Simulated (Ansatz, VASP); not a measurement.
# BiAs: VASP beside Ansatz

Wanted: the spread between two codes on one cell, functional and k mesh. The cell is generated by rule, not measured, and may not be a known phase. The cell is taken from a series of runs on this material, whose earlier steps may have relaxed, scaled, displaced or heated it; both programs get it as it stands.

Method: plane waves, with VASP 6.6.1 beside it; zone-centre phonons at PBE, in Ansatz 0.2.0.

The structure was built from a prototype and need not be the compound's stable phase.

**1. The starting structure**

It takes space group Fm-3m (No. 225, cubic). The conventional cell has a = 6.033 Å, b = 6.033 Å, c = 6.033 Å, α = 90.00°, β = 90.00°, γ = 90.00°. Nearest to Bi lie 6 As at 3.02 Å. Nearest to As lie 6 Bi at 3.02 Å. Farther neighbours are not listed.

**2. VASP: zone-centre phonons, PBE**

Second derivatives magnify differences that forces hide, and they need a tight electronic threshold.

Lines of VASP's logs that name or quote its potential files are left out, and so is its time.

File INCAR:

```
SYSTEM = BiAs
PREC = Accurate
ENCUT = 500
EDIFF = 1E-08
NELM = 120
ISMEAR = 1
SIGMA = 0.2
LREAL = .FALSE.
ALGO = Normal
GGA = PE
NBANDS = 16
LORBIT = 11
LWAVE = .FALSE.
LCHARG = .FALSE.
ISIF = 2
IBRION = 8
LASPH = .TRUE.
GGA_COMPAT = .FALSE.
KPAR = 2
```

File POSCAR:

```
BiAs
1.0
    0.0000000000      3.0166250921      3.0166250921
    3.0166250921      0.0000000000      3.0166250921
    3.0166250921      3.0166250921      0.0000000000
Bi As
1 1
Direct
    0.0000000000      0.0000000000      0.0000000000
    0.5000000000      0.5000000000      0.5000000000
```

File KPOINTS:

```
Automatic mesh
0
Gamma
12 12 12
0 0 0
```

The projector-augmented-wave data sets are Bi_d and As (PBE family, release 64).

Started as:

```bash
mpirun -np 2 vasp_std
```

Numbers of over 12 decimals in the logs are rounded to 6 here.

Output:

```text
[banner, memory and clock lines left out]
running    2 mpi-ranks, on    1 nodes
 distrk:  each k-point on    1 cores,    2 groups
 distr:  one band on    1 cores,    1 groups

 POSCAR found type information on POSCAR BiAs
 POSCAR found :  2 types and       2 ions
 LDA part: xc-table for (Slater+PW92), standard interpolation
 POSCAR, INCAR and KPOINTS ok, starting setup
 FFT: planning ... GRIDC
 FFT: planning ... GRID_SOFT
 FFT: planning ... GRID
 WAVECAR not read
 entering main loop
       N       E                     dE             d eps       ncg     rms          rms(c)
DAV:   1     0.142631269664E+03    0.14263E+03   -0.99654E+03  2328   0.126E+03
DAV:   2     0.530912426343E+00   -0.14210E+03   -0.13924E+03  2496   0.333E+02
DAV:   3    -0.851931184917E+01   -0.90502E+01   -0.90098E+01  3000   0.863E+01
DAV:   4    -0.871061330836E+01   -0.19130E+00   -0.19127E+00  2848   0.141E+01
DAV:   5    -0.871838207467E+01   -0.77688E-02   -0.77686E-02  3400   0.247E+00    0.232E+00
DAV:   6    -0.851629746790E+01    0.20208E+00   -0.73038E-01  3336   0.484E+00    0.112E+00
DAV:   7    -0.852065341913E+01   -0.43560E-02   -0.67889E-02  2744   0.126E+00    0.573E-01
DAV:   8    -0.852214233079E+01   -0.14889E-02   -0.79443E-03  2952   0.764E-01    0.904E-02
DAV:   9    -0.852181573602E+01    0.32659E-03   -0.28426E-03  3376   0.351E-01    0.546E-02
DAV:  10    -0.852182247749E+01   -0.67415E-05   -0.16534E-04  2800   0.789E-02    0.260E-02
DAV:  11    -0.852182202265E+01    0.45483E-06   -0.47729E-05  3136   0.426E-02    0.119E-02
DAV:  12    -0.852182133091E+01    0.69175E-06   -0.55585E-06  2944   0.138E-02    0.341E-03
DAV:  13    -0.852182124190E+01    0.89009E-07   -0.26319E-07  2936   0.254E-03    0.133E-03
DAV:  14    -0.852182135814E+01   -0.11624E-06   -0.22006E-07  3112   0.358E-03    0.316E-04
DAV:  15    -0.852182140319E+01   -0.45050E-07   -0.23416E-08  2512   0.102E-03    0.103E-04
DAV:  16    -0.852182140639E+01   -0.32023E-08   -0.94291E-10  1536   0.224E-04
   1 F= -.85218214E+01 E0= -.85224876E+01  d E =0.199863E-02
 Linear response reoptimize wavefunctions to high precision
DAV:   1    -0.852182140594E+01    0.44793E-09   -0.10438E-10  1712   0.824E-05
DAV:   2    -0.852182140597E+01   -0.28194E-10   -0.28339E-11  1472   0.413E-05
 Linear response DOF=           2
 Linear response progress:
  Degree of freedom:   1/  2
       N       E                     dE             d eps       ncg     rms          rms(c)
RMM:   1    -0.326747699532E+00   -0.32675E+00    0.16788E-01  6601   0.935E+00
RMM:   2    -0.334497318297E+00   -0.77496E-02   -0.15538E-02  8628   0.108E+00    0.646E-02
RMM:   3    -0.334379654826E+00    0.11766E-03   -0.13574E-03  9669   0.303E-01    0.393E-02
RMM:   4    -0.333948375749E+00    0.43128E-03   -0.89109E-05  9859   0.897E-02    0.475E-03
RMM:   5    -0.333940060221E+00    0.83155E-05   -0.12366E-05 10191   0.303E-02    0.219E-03
RMM:   6    -0.333957205308E+00   -0.17145E-04   -0.26660E-06  9733   0.117E-02    0.638E-04
RMM:   7    -0.333958809926E+00   -0.16046E-05   -0.80612E-07 10133   0.516E-03    0.234E-04
RMM:   8    -0.333955542821E+00    0.32671E-05   -0.56781E-07 10055   0.210E-03    0.104E-04
RMM:   9    -0.333953048017E+00    0.24948E-05    0.54323E-07 10210   0.887E-04    0.226E-05
RMM:  10    -0.333952667585E+00    0.38043E-06    0.42980E-07 10732   0.399E-04    0.173E-05
RMM:  11    -0.333952219169E+00    0.44842E-06    0.33981E-07  9572   0.196E-04    0.704E-06
RMM:  12    -0.333951916981E+00    0.30219E-06    0.31506E-07  9999   0.110E-04    0.348E-06
RMM:  13    -0.333952002052E+00   -0.85071E-07    0.21553E-07 10510   0.568E-05    0.208E-06
RMM:  14    -0.333951962045E+00    0.40008E-07    0.95258E-08 10329   0.339E-05    0.173E-06
RMM:  15    -0.333951933653E+00    0.28391E-07    0.51265E-08  9555   0.225E-05    0.104E-06
RMM:  16    -0.333951895945E+00    0.37709E-07    0.28462E-08  9289   0.177E-05    0.273E-07
RMM:  17    -0.333951897264E+00   -0.13194E-08    0.15812E-08  6937   0.144E-05    0.129E-07
 first order change of Fermi-energy  -0.19347E-03
 force on displaced ion       1 direction 1 :   3.697   0.000   0.000
 Linear response progress:
  Degree of freedom:   2/  2
       N       E                     dE             d eps       ncg     rms          rms(c)
RMM:   1    -0.450268240953E-01   -0.45027E-01    0.52925E-02 10755   0.907E-01
RMM:   2    -0.449789105108E-01    0.47914E-04   -0.18129E-03  9483   0.214E-01    0.792E-02
RMM:   3    -0.452705428885E-01   -0.29163E-03   -0.21721E-04  9797   0.853E-02    0.471E-02
RMM:   4    -0.457829993615E-01   -0.51246E-03   -0.73106E-05  9579   0.588E-02    0.702E-03
RMM:   5    -0.458429271769E-01   -0.59928E-04   -0.85558E-06 10067   0.209E-02    0.310E-03
RMM:   6    -0.458192674073E-01    0.23660E-04   -0.67064E-07 10085   0.482E-03    0.116E-03
RMM:   7    -0.458243712947E-01   -0.51039E-05   -0.80572E-08  9784   0.189E-03    0.131E-04
RMM:   8    -0.458238869798E-01    0.48431E-06   -0.72024E-09 10788   0.534E-04    0.360E-05
RMM:   9    -0.458236108178E-01    0.27616E-06    0.36223E-07 10266   0.194E-04    0.149E-05
RMM:  10    -0.458236771542E-01   -0.66336E-07   -0.10233E-08 10543   0.575E-05    0.298E-06
RMM:  11    -0.458236901323E-01   -0.12978E-07   -0.33732E-08 10410   0.206E-05    0.818E-07
RMM:  12    -0.458236937284E-01   -0.35962E-08   -0.14102E-08  9491   0.840E-06    0.428E-07
 first order change of Fermi-energy   0.55319E-03
 force on displaced ion       2 direction 1 :   3.694   0.000   0.000
 Linear response finished
```

OUTCAR, selected parts (step 2):

```text
ion  position               nearest neighbor table
   1  0.000  0.000  0.000-   2 3.02   2 3.02   2 3.02   2 3.02   2 3.02   2 3.02
   2  0.500  0.500  0.500-   1 3.02   1 3.02   1 3.02   1 3.02   1 3.02   1 3.02

  LATTYP: Found a face centered cubic cell.
 ALAT       =     6.0332501842

 Subroutine GETGRP returns: Found 48 space group operations
 (whereof 48 operations were pure point group operations)

The static configuration has the point symmetry O_h .

 Found     72 irreducible k-points:

   k-points           NKPTS =     72   k-points in BZ     NKDIM =     72   number of bands    NBANDS=     16

   dimension x,y,z NGX =    32 NGY =   32 NGZ =   32
   dimension x,y,z NGXF=    64 NGYF=   64 NGZF=   64

   ENCUT  =  500.0 eV  36.75 Ry    6.06 a.u.   7.78  7.78  7.78*2*pi/ulx,y,z

   NELECT =      20.0000    total number of electrons

 k-points in reciprocal lattice and weights: Automatic mesh
   0.00000000  0.00000000  0.00000000       0.001
   0.08333333  0.00000000  0.00000000       0.005
   0.16666667  0.00000000  0.00000000       0.005
   0.25000000  0.00000000  0.00000000       0.005
   0.33333333  0.00000000  0.00000000       0.005
   0.41666667  0.00000000  0.00000000       0.005
   0.50000000  0.00000000  0.00000000       0.002
   0.08333333  0.08333333  0.00000000       0.003
   0.16666667  0.08333333  0.00000000       0.014
[...]
-0.33333333  0.50000000  0.16666667       0.007
  -0.25000000  0.50000000  0.25000000       0.003

 average (electrostatic) potential at core
       1-105.0777       2 -48.3500

  Total        0.0078256      0.0078256      0.0078256      0.0000000     -0.0000000     -0.0000000
  in kB        0.2283667      0.2283667      0.2283667      0.0000000     -0.0000000     -0.0000000
  external PRESSURE =       0.2283667 kB  Pullay stress =       0.0000000 kB

  energy-cutoff  :      500.00
  volume of cell :       54.90
      direct lattice vectors                 reciprocal lattice vectors
     0.000000000  3.016625092  3.016625092    -0.165748141  0.165748141  0.165748141
     3.016625092  0.000000000  3.016625092     0.165748141 -0.165748141  0.165748141
     3.016625092  3.016625092  0.000000000     0.165748141  0.165748141 -0.165748141

 POSITION                                       TOTAL-FORCE (eV/Angst)
 -----------------------------------------------------------------------------------
      0.00000      0.00000      0.00000        -0.000000      0.000000      0.000000
      3.01663      3.01663      3.01663         0.000000     -0.000000     -0.000000
 -----------------------------------------------------------------------------------
    total drift:                                0.000000     -0.000000     -0.000000

 Eigenvectors and eigenvalues of the dynamical matrix
 ----------------------------------------------------

   1 f  =    0.000889 THz     0.005585 2PiTHz    0.029650 cm-1     0.003676 meV
             X         Y         Z           dx          dy          dz
      0.000000  0.000000  0.000000    -0.004810   -0.429607   -0.742509
      3.016625  3.016625  3.016625    -0.002882   -0.257360   -0.444806

   2 f  =    0.000889 THz     0.005585 2PiTHz    0.029650 cm-1     0.003676 meV
             X         Y         Z           dx          dy          dz
      0.000000  0.000000  0.000000     0.848956    0.104176   -0.065775
      3.016625  3.016625  3.016625     0.508574    0.062407   -0.039403

   3 f  =    0.000889 THz     0.005585 2PiTHz    0.029650 cm-1     0.003676 meV
             X         Y         Z           dx          dy          dz
      0.000000  0.000000  0.000000     0.123109   -0.735180    0.424570
      3.016625  3.016625  3.016625     0.073749   -0.440416    0.254342

   4 f/i=    4.046386 THz    25.424194 2PiTHz  134.972914 cm-1    16.734501 meV
             X         Y         Z           dx          dy          dz
      0.000000  0.000000  0.000000    -0.467840   -0.212650    0.000000
      3.016625  3.016625  3.016625     0.780960    0.354974   -0.000000

   5 f/i=    4.046386 THz    25.424194 2PiTHz  134.972914 cm-1    16.734501 meV
             X         Y         Z           dx          dy          dz
      0.000000  0.000000  0.000000     0.000000    0.000000   -0.513901
      3.016625  3.016625  3.016625     0.000000    0.000000    0.857849

   6 f/i=    4.046386 THz    25.424194 2PiTHz  134.972914 cm-1    16.734501 meV
             X         Y         Z           dx          dy          dz
      0.000000  0.000000  0.000000     0.212650   -0.467840   -0.000000
      3.016625  3.016625  3.016625    -0.354974    0.780960   -0.000000

 ELASTIC MODULI CONTR FROM IONIC RELAXATION (kBar)
 Direction    XX          YY          ZZ          XY          YZ          ZX
 --------------------------------------------------------------------------------
 XX           0.0000      0.0000      0.0000      0.0000      0.0000      0.0000
 YY           0.0000      0.0000      0.0000      0.0000      0.0000      0.0000
 ZZ           0.0000      0.0000      0.0000      0.0000      0.0000      0.0000
 XY           0.0000      0.0000      0.0000      0.0000      0.0000      0.0000
 YZ           0.0000      0.0000      0.0000      0.0000      0.0000      0.0000
 ZX           0.0000      0.0000      0.0000      0.0000      0.0000      0.0000
 --------------------------------------------------------------------------------
```

The gap is under twice the smearing width, so the edge states are partly filled and the run can't tell a small gap from a semimetal. Methfessel-Paxton smearing is not meant for a cell with a gap.

**3. Ansatz: zone-centre phonons, PBE**

Ansatz runs on its default PAW (the set named soft_2) files.

The same cell, functional, mesh and smearing now go to Ansatz, which takes its cutoff from its data sets.

File input.yaml:

```yaml
crystal:
  lattice:
    - [0.0, 3.0166250921, 3.0166250921]
    - [3.0166250921, 0.0, 3.0166250921]
    - [3.0166250921, 3.0166250921, 0.0]
  atoms:
    - { symbol: Bi, position: [0.0, 0.0, 0.0] }
    - { symbol: As, position: [0.5, 0.5, 0.5] }
kpoints:
  mp_grid: { grid: [12, 12, 12] }
hamiltonian:
  xc: pbe
scf:
  occupations: { method: methfessel_paxton, width: 0.2 }
output:
  eigenvalues: true
phonons:
  method: dfpt
```

Started as:

```bash
ansatz run input.yaml --threads 4 --pin off --max-ram 7168MiB --backend cpu --events-out ev --progress --plain --runs-dir out
```

Output:

```text
Engine: ansatz 0.2.0, aarch64-unknown-linux-gnu
Pseudopotentials: kind: paw
Pseudopotential: Bi, paw, valence charge 15, recommended cutoff 420 eV (normal), Bi.paw.azcp
Pseudopotential: As, paw, valence charge 15, recommended cutoff 420 eV (normal), As.paw.azcp
Functional definition: PBE
  parameter kappa = 0.804
  parameter beta = 0.066725
  exchange = pbe_x(kappa = kappa, mu = beta*pi^2/3)
  correlation = pbe_c(beta = beta)
Crystal: 2 atoms, lattice volume = 54.903 Å³
Basis set: ecut = 420 eV, 1067 PW (Γ), exchange–correlation on 60×60×60 points (8 copies of the dense FFT grid, shifted against one another)
Bands: 19, of which v1, the nominal top of the filled ones, is band 15 counted from 1 (14 counted from 0)
Symmetry: 48 space group operations
k-points: 163 of 1728 (irreducible under 8 space group operations, time reversal used)
Non-local potential: Bi, projectors of the file, l = 0: 2, l = 1: 2, l = 2: 2, l = 3: 2
Non-local potential: As, projectors of the file, l = 0: 2, l = 1: 2, l = 2: 3, l = 3: 1
PAW form: soft (Blöchl's): semilocal exchange-correlation on the pseudo side does not see the compensation charge
PAW one-centre angular grid: Bi, 590 points (default); XC on 64 Gauss nodes
PAW one-centre angular grid: As, 590 points (default); XC on 64 Gauss nodes
Initial density: superposition of atomic densities (neutral atoms: chi_scale 0, normalization atom), corrected by the library's trained network
Initial wavefunctions: pseudopotential atomic-orbital guess
Functional: x = pbe(κ = 0.804, μ = 0.219515), c = pbe(β = 0.066725)
SCF iter   1: F=—  HF=-17252.649564 eV  |F-HF|=—  |Δ(HF+E_count)|=         —  Δρ=1.91e-3  dr2=3.31e-3  ethr=1.77e-3  ⟨swp⟩=5.4  Hψ=13245  notcnv=0
preconditioner: auto → Kerker (q_TF=auto, 2.467 Å⁻¹)  [metal: Δε(μ)=0.138 eV  Ē_g=9.349 eV  σ=0.200 eV  W_gap=0.49  n_scr=14 (ndim 8)  ℏωp=15.8 eV  f_vac=0.001  D(μ)=0.33/eV (n_scr^D=0)]
SCF iter   2: F=—  HF=-17252.648212 eV  |F-HF|=—  |Δ(HF+E_count)|=   1.35e-3  S|Δr|=    0.00e0  Δρ=8.62e-4  dr2=6.98e-4  ethr=1.10e-5  ⟨swp⟩=2.2  Hψ=6142  notcnv=0
SCF iter   3: F=—  HF=-17252.648103 eV  |F-HF|=—  |Δ(HF+E_count)|=   1.09e-4  S|Δr|=    0.00e0  Δρ=2.61e-4  dr2=5.68e-5  ethr=2.33e-6  ⟨swp⟩=2.0  Hψ=4722  notcnv=0
SCF iter   4: F=—  HF=-17252.648080 eV  |F-HF|=—  |Δ(HF+E_count)|=   2.28e-5  S|Δr|=    0.00e0  Δρ=1.06e-4  dr2=2.92e-6  ethr=1.89e-7  ⟨swp⟩=2.0  Hψ=5543  notcnv=0
SCF iter   5: F=—  HF=-17252.648081 eV  |F-HF|=—  |Δ(HF+E_count)|=   9.66e-7  S|Δr|=    0.00e0  Δρ=3.71e-5  dr2=6.15e-7  ethr=9.72e-9  ⟨swp⟩=2.0  Hψ=5550  notcnv=0
SCF iter   6: F=—  HF=-17252.648082 eV  |F-HF|=—  |Δ(HF+E_count)|=   3.18e-7  S|Δr|=    0.00e0  Δρ=1.14e-5  dr2=5.93e-8  ethr=2.05e-9  ⟨swp⟩=2.0  Hψ=5543  notcnv=0
SCF iter   7: F=—  HF=-17252.648082 eV  |F-HF|=—  |Δ(HF+E_count)|=   2.15e-8  S|Δr|=    0.00e0  Δρ=2.13e-6  dr2=2.78e-9  ethr=1.98e-10  ⟨swp⟩=2.0  Hψ=5555  notcnv=0
SCF iter   8: F=—  HF=-17252.648082 eV  |F-HF|=—  |Δ(HF+E_count)|=  4.40e-10  S|Δr|=    0.00e0  Δρ=2.60e-7  dr2=5.95e-11  ethr=9.27e-12  ⟨swp⟩=2.1  Hψ=5565  notcnv=0
SCF iter   9: F=-17252.648082 eV  HF=-17252.648082 eV  |F-HF|=3.64e-12  |Δ(HF+E_count)|=  7.28e-12  S|Δr|=    0.00e0  Δρ=6.59e-8  dr2=3.18e-12  ethr=1.00e-12  ⟨swp⟩=6.5  Hψ=14497  notcnv=0
SCF 1 converged in 9 iterations: F = -17252.648082 eV  dr2 = 3.18e-12
  greatest PAW one-centre occupation: 0.999 electrons in one spin orbital (limit 2), on the As atom at site 1 (counted from 0), in its partial waves of l = 2
DFPT response loops at Γ: preconditioner auto → Kerker (q_TF=auto, 2.467 Å⁻¹) (partly filled bands, converged f_vac=0.001); β = 1.00, the filter's whole step (`scf.mixing.beta` (0.50) is not read by the response loops under this deck's `scf.mixing.preconditioner`; to damp them name `kerker` or `kerker_dos`, under which they read `scf.mixing.beta`, and type it under 1.00, their step now; both keys bind the ground state too); Broyden in place of MSR1
SCF converged after 9 iterations
Stability not checked: this state was not tested for a lower state beside it, because cold or Methfessel-Paxton smearing, or corrected tetrahedra, fill the levels in a way that the test cannot read (fill_not_monotonic; see scf.lower_state_search)
Free energy (F): -17252.648082 eV
Harris-Foulkes:  -17252.648082 eV  (|F-HF|=3.64e-12)
Internal energy: -17252.650073 eV  (E = F + TS)
E sigma→0 (E₀):  -17252.648579 eV
Entropy (-TS):   0.001992 eV (0.996 meV/atom)
Fermi energy:    10.391704 eV
Step filling:    the computed levels leave a gap of 0.0856 eV = 0.4 smearing widths at the electron count; against every level under it full and every level over it empty, smearing changes F+E_penalty+E_count by +1.255 meV and its σ→0 estimate by +0.757 meV
--- Per-component energies (eV) ---
  E_band       = -328.547788
  E_kinetic    = 403.747925
  E_local      = -3196.057647  (includes V_loc(G=0)·N_el)
  E_nonlocal   = -109.958728
  E_hartree    = 1425.219333
  E_xc         = -230.522811
  E_vxc        = -223.414204  (∫ρ·V_xc dr)
  E_paw        = -12497.759198  (= ΣΔE_a)
  E_vpaw       = -53.303434  (= ΣTr[D̂ρ^β])
  E_aug_tail   = -0.000430  (compensation charges beyond the density's cutoff)
  E_ewald      = -3047.318520
  E_smearing   = 0.001992  (= −TS)
  E_closure    = -0.000000  (closes the sum)
  Σ components = -17252.648082   (vs F -17252.648082, Δ=0.00e0)
--- Band table (eV; the first three rows and the last of 163) ---
  k-point 0: bands = [... 11 lower, 3.8733, 8.8686, 8.8686, 8.8686, 14.0675, 14.0675, 14.0675, 16.2122]
  k-point 1: bands = [... 11 lower, 3.6359, 8.8895, 8.8895, 8.9746, 13.6641, 13.7369, 13.7369, 16.0511]
  k-point 2: bands = [... 11 lower, 3.0135, 8.9579, 8.9579, 9.2138, 12.8547, 13.0062, 13.0062, 16.0007]
  k-point 162: bands = [... 11 lower, 0.2591, 5.7137, 5.7137, 10.2868, 11.0220, 15.7745, 15.7745, 17.2471]
--- Phonons (Γ-DFPT): 2 representative perturbations + reference, on 163 of 1728 k-points (Σ response iterations 6) ---
  k mesh reduced under 8 symmetry operations, with k and −k counted as one. Each operation leaves every solved perturbation unchanged. A smaller set is not used because it would not reduce the number of displacements times k-points to solve
  ASR residual: 2.164e-5 → 0.000e0 eV/Å²; symmetrization residual: 1.444e-5 eV/Å²
  ASR residual per site (eV/Å²): 2.05e-5 2.16e-5
  Γ frequencies (cm⁻¹): -135.75 -135.75 -135.75 0.00 0.00 0.00
  non-analytic LO–TO correction: not included (Born effective charges unavailable; polar crystals: no LO–TO splitting at Γ)
```

**4. Differences**

Known differences besides the potentials themselves: the data sets hold 30 valence electrons in Ansatz (on its default PAW (the set named soft_2) files) and 20 in VASP; the cutoff is 420 eV in Ansatz and 500 eV in VASP. Total energies have different zeros and are not compared.

Compared:

```csv
quantity,Ansatz,VASP,difference
"optical mode 1 to 3 (imaginary, printed as negative) (cm⁻¹)",-135.8,-135.0,-0.8
```

Our record labels this cell a metal in Ansatz alone; each run is judged by its own test, so with a small gap or wide smearing the label says little about the levels. Modes are paired by rising frequency, not by their patterns, so a pair may set unlike modes beside each other; they are those without the splitting of longitudinal modes.

**5. What came out**

```json
{
  "r.m.s. difference of the optical zone-centre modes, each program's sorted by frequency (zone-centre phonons, PBE)": "0.78 cm⁻¹"
}
```

The r.m.s. difference of the optical zone-centre modes, each program's sorted by frequency is 0.78 cm⁻¹ (zone-centre phonons, PBE). The data sets hold unlike numbers of valence electrons (30 in Ansatz and 20 in VASP), so part of the differences comes from the potentials. Such differences can come from data sets, numerical settings and the points named under the comparisons, not from the functional's error against experiment.

[Lines on the potential files, build, host, timing and source positions are cut from VASP's logs without a mark.]

[Logs are printed without paths, hosts, clocks, repeated set-up lines and the standing remarks that a program may print on its own settings, such as how far it seeks lower states.]

[Hosts, paths, dates, database ids (printed as entryN), source tags and the programs' standing remarks are cut or masked in the printed files.]
